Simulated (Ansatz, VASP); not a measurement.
# HfC: VASP beside Ansatz, part 2 of 2

Aim: how closely do two programs agree when they are given the same cell, functional and k mesh? The structure shown is the end of the Ansatz relaxation below.

VASP 6.6.1 and Ansatz 0.2.0.

So far: The starting structure; Ansatz: relaxation, PBEsol; VASP: single point, PBEsol, pair 1; Differences.

### 6. VASP: single point, PBEsol, pair 2

Level of this step: PBEsol; plane waves and PAW (C, Hf_pv) (VASP).

The same cell, functional, mesh and smearing now go to VASP, with its own data sets.

The input, INCAR:

```
SYSTEM = HfC
PREC = Accurate
ENCUT = 600
EDIFF = 1E-06
NELM = 120
ISMEAR = 1
SIGMA = 0.2
LREAL = .FALSE.
ALGO = Normal
GGA = PS
NBANDS = 13
LASPH = .TRUE.
LORBIT = 11
LWAVE = .FALSE.
LCHARG = .FALSE.
ISIF = 2
GGA_COMPAT = .FALSE.
KPAR = 2
```

The input, POSCAR:

```
HfC
1.0
   -0.0147360305      2.2952803002      2.3067952379
    2.2952803002     -0.0147360305      2.3067952379
    2.2805442698      2.2805442698      0.0000000000
C Hf
1 1
Direct
    0.0000000000      0.0000000000      0.0000000000
    0.5000000000      0.5000000000      0.5000000000
```

The input, KPOINTS:

```
Automatic mesh
0
Gamma
16 16 16
0 0 0
```

The projector-augmented-wave data sets are C and Hf_pv (PBE family, release 64).

Command:

```console
$ mpirun -np 2 vasp_std
```

Numbers of over 12 decimals in the logs are rounded to 6 here.

The log of the run:

```text
[banner, memory and clock lines left out]
running    2 mpi-ranks, on    1 nodes
[...]
[... a notice as in an earlier step ...]

 LDA part: xc-table for (Slater+PW92), standard interpolation
 POSCAR, INCAR and KPOINTS ok, starting setup
[...]
entering main loop
       N       E                     dE             d eps       ncg     rms          rms(c)
DAV:   1     0.249026001077E+02    0.24903E+02   -0.86294E+03 16178   0.119E+03
DAV:   2    -0.233057328044E+02   -0.48208E+02   -0.45167E+02 20426   0.222E+02
DAV:   3    -0.250579366860E+02   -0.17522E+01   -0.17435E+01 20212   0.301E+01
DAV:   4    -0.250673461290E+02   -0.94094E-02   -0.94079E-02 18098   0.266E+00
[...]
DAV:  10    -0.221930836914E+02    0.40862E-03   -0.16642E-03 19538   0.301E-01    0.753E-02
DAV:  11    -0.221930799622E+02    0.37293E-05   -0.77558E-05 18706   0.819E-02    0.141E-02
DAV:  12    -0.221930793240E+02    0.63818E-06   -0.31387E-06 19931   0.146E-02
   1 F= -.22193079E+02 E0= -.22192832E+02  d E =-.740578E-03
```

Parts of OUTCAR (step 6):

```text
  Total        0.2788557      0.2788557     -0.0630937      0.3353700      0.0000000      0.0000000
  in kB       18.3822013     18.3822013     -4.1591444     22.1076305      0.0000000      0.0000000
  external PRESSURE =      10.8684194 kB  Pullay stress =       0.0000000 kB

 POSITION                                       TOTAL-FORCE (eV/Angst)
 -----------------------------------------------------------------------------------
      0.00000      0.00000      0.00000         0.000000     -0.000000     -0.000000
      2.28054      2.28054      2.30680        -0.000000      0.000000      0.000000
 -----------------------------------------------------------------------------------
    total drift:                                0.000000      0.000000      0.000000

  FREE ENERGIE OF THE ION-ELECTRON SYSTEM (eV)
  ---------------------------------------------------
  free  energy   TOTEN  =       -22.1930793240 eV

  energy  without entropy=      -22.1923387458  energy(sigma->0) =      -22.19283246

[... 1 part as in an earlier step ...]

[... 2 further parts left out ...]
[key lines of the parts left out:]
E-fermi :   6.0461
```

The run ends at a pressure of 1.09 GPa.

### 7. Differences

What differs besides the data sets and the points named for the pairs above, as far as they apply: the data sets hold 30 valence electrons in Ansatz (on its PAW soft_1 files) and 14 in VASP. Total energies have different zeros and are not compared.

Compared:

```
      quantity  Ansatz  VASP  difference
pressure (GPa)    1.48  1.09       +0.39
```

### 8. Ansatz: relaxation, PBEsol

This run makes the geometry at which the two programs are then compared. The cell compared in this pair holds 24.59 Å³, against 24.30 Å³ for the pair before.

The structure compared here is the end of the Ansatz relaxation.

The input, input.yaml:

```yaml
crystal:
  lattice:
    - [0.0115179004, 2.3150979709, 2.3035800705]
    - [2.3150979709, 0.0115179004, 2.3035800705]
    - [2.3266158712, 2.3266158712, 0.0]
  atoms:
    - { symbol: C, position: [0.0, 0.0, 0.0] }
    - { symbol: Hf, position: [0.5, 0.5, 0.5] }
  conventional_axes: [[0, 0, 1], [1, -1, 0], [1, 1, -1]]
kpoints:
  mp_grid: { grid: [16, 16, 16] }
hamiltonian:
  xc: pbesol
  pseudopotentials: { kind: paw, azcp: { folder: soft_1 }, xc_functional: pbe }
scf:
  occupations: { method: methfessel_paxton, width: 0.2 }
output:
  forces: true
  stress: true
  eigenvalues: true
relax:
  adjacent_minimum: "off"
  f_tol: 0.001
  max_steps: 60
  cell: { stress_tol: 0.01, fix: [a, angles] }
```

Command:

```console
$ ansatz run input.yaml --threads 4 --pin off --max-ram 10240MiB --backend cpu --events-out ev --progress --plain --runs-dir out
```

The log of the run:

```text
[...]
Crystal: 2 atoms, lattice volume = 24.692 Å³
Basis set: ecut = 420 eV, 531 PW (Γ), exchange–correlation on 48×48×48 points (8 copies of the dense FFT grid, shifted against one another)
Bands: 19, of which v1, the nominal top of the filled ones, is band 15 counted from 1 (14 counted from 0)
Symmetry: 8 space group operations
[...]
k-points: 621 of 4096
[...]
k-point 620: bands = [... 11 lower, 8.3801, 16.3125, 16.9329, 18.7539, 18.8818, 24.2619, 25.7230, 25.7340]
--- Relaxed structure (5 steps of the walk, 5 accepted, 1 SCFs on fresh bases) ---
[...]
cell:  # Å, volume = 24.5920 Å³
    - [0.014562, 2.312054, 2.300302]
    - [2.312054, 0.014562, 2.300302]
    - [2.3266158712, 2.3266158712, -5.049987299888757e-11]
  atoms:
    - { symbol: C, position: [0, 0, 0] }
    - { symbol: Hf, position: [0.500000, 0.500000, 0.500000] }
[key lines of the parts left out:]
SCF converged after 6 iterations
Free energy (F): -15847.478758 eV
Fermi energy:    18.867141 eV
P = ⅓ Tr σ = -1.4307 GPa (-14.307 kbar)
```

### 9. VASP: single point, PBEsol, pair 3

The same cell, functional, mesh and smearing now go to VASP, with its own data sets.

INCAR is that of step 6.

The input, POSCAR:

```
HfC
1.0
    0.0145618915      2.3120539797      2.3003019352
    2.3120539797      0.0145618915      2.3003019352
    2.3266158712      2.3266158712     -0.0000000001
C Hf
1 1
Direct
    0.0000000000      0.0000000000      0.0000000000
    0.5000000000      0.5000000000      0.5000000000
```

KPOINTS is that of step 6.

Command:

```console
$ mpirun -np 2 vasp_std
```

The log of the run:

```text
[... set-up lines as in an earlier step ...]
 entering main loop
       N       E                     dE             d eps       ncg     rms          rms(c)
DAV:   1     0.248010327159E+02    0.24801E+02   -0.85850E+03 16154   0.119E+03
DAV:   2    -0.233006217604E+02   -0.48102E+02   -0.44921E+02 20405   0.221E+02
DAV:   3    -0.250679628211E+02   -0.17673E+01   -0.17543E+01 20301   0.301E+01
DAV:   4    -0.250779917813E+02   -0.10029E-01   -0.10028E-01 17975   0.268E+00
[...]
DAV:  10    -0.221926680790E+02    0.42710E-03   -0.17672E-03 19535   0.308E-01    0.718E-02
DAV:  11    -0.221926640881E+02    0.39909E-05   -0.82367E-05 18731   0.838E-02    0.141E-02
DAV:  12    -0.221926634277E+02    0.66034E-06   -0.33676E-06 20029   0.150E-02
   1 F= -.22192663E+02 E0= -.22192426E+02  d E =-.711385E-03
```

From OUTCAR (step 9):

```text
  Total       -0.4010211     -0.4010211     -0.0662612     -0.3281557      0.0000000      0.0000000
  in kB      -26.1266833    -26.1266833     -4.3169430    -21.3794693      0.0000000      0.0000000
  external PRESSURE =     -18.8567698 kB  Pullay stress =       0.0000000 kB

 POSITION                                       TOTAL-FORCE (eV/Angst)
 -----------------------------------------------------------------------------------
      0.00000      0.00000      0.00000        -0.000000      0.000000      0.000000
      2.32662      2.32662      2.30030         0.000000     -0.000000     -0.000000
 -----------------------------------------------------------------------------------
    total drift:                                0.000000      0.000000      0.000000

  FREE ENERGIE OF THE ION-ELECTRON SYSTEM (eV)
  ---------------------------------------------------
  free  energy   TOTEN  =       -22.1926634277 eV

  energy  without entropy=      -22.1919520425  energy(sigma->0) =      -22.19242630

[... 1 part as in an earlier step ...]

[... 2 further parts left out ...]
[key lines of the parts left out:]
E-fermi :   5.9555
```

The run ends at a pressure of -1.89 GPa.

### 10. Differences

What differs besides the data sets and the points named for the pairs above, as far as they apply: the data sets hold 30 valence electrons in Ansatz (on its PAW soft_1 files) and 14 in VASP. Total energies have different zeros and are not compared.

Compared:

```
      quantity  Ansatz   VASP  difference
pressure (GPa)   -1.43  -1.89       +0.45
```

### 11. What came out

| Property | Result |
| --- | --- |
| difference in pressure (single point, PBEsol, pair 1) | 0.53 GPa |
| difference in pressure (single point, PBEsol, pair 2) | 0.39 GPa |
| difference in pressure (single point, PBEsol, pair 3) | 0.45 GPa |

**Reading.** The difference in pressure is 0.53 GPa (single point, PBEsol, pair 1), within the 1 GPa picked in this series as the mark of a large difference. The data sets hold unlike numbers of valence electrons (30 in Ansatz and 14 in VASP), so part of the differences comes from the potentials. 3 further runs of this series are not shown here. Such differences can come from data sets, numerical settings and the points named under the comparisons, not from the functional's error against experiment.

[Lines on the potential files, build, host, timing and source positions are cut from VASP's logs without a mark.]

[Logs are printed without paths, hosts, clocks, repeated set-up lines and the standing remarks that a program may print on its own settings, such as how far it seeks lower states.]

[Hosts, paths, dates, database ids (printed as entryN), source tags and the programs' standing remarks are cut or masked in the printed files.]
